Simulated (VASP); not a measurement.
Given:

```
LiV
1.0
    2.73652     0.00000     0.00000
    0.00000     2.73652     0.00000
    0.00000     0.00000     3.58680
Li V
1 1
Cartesian
  1.36826   1.36826   1.79340
  0.00000   0.00000   0.00000
```
Starting moments (μB, in the order of the record's atoms Li V): 0.0 2.0.

Method: PBE GGA, VASP's PBE PAW potentials (set 64) (plane waves; VASP). Run with 400 eV cut-off, 11×11×9 Γ-centred mesh, Gaussian smearing of 0.050 eV, potentials Li_sv V_sv.

At this cut-off the stress carries a Pulay error, which pulls relaxed volumes low.

Predict the cell moment, energy per atom (σ→0), pressure, band gap (on the k-mesh) with the smallest direct gap where there is one.

The band gap (on the k-mesh) is none (metal, semimetal or under 0.01 eV) and the cell moment comes out as 0.62 μB. The energy per atom (σ→0) is -4.698 eV/atom and the pressure is -4.76 GPa.

Give the moment on each site (PAW-sphere projection).

```
site  moment (μB)
----  -----------
Li1          0.01
V2           0.48
```

The absolute energy has meaning only against runs of the same code, potentials and settings.

The structure was generated: LiV was put into an ordered model structure, which need not be its known phase. The cell was not relaxed at this level.
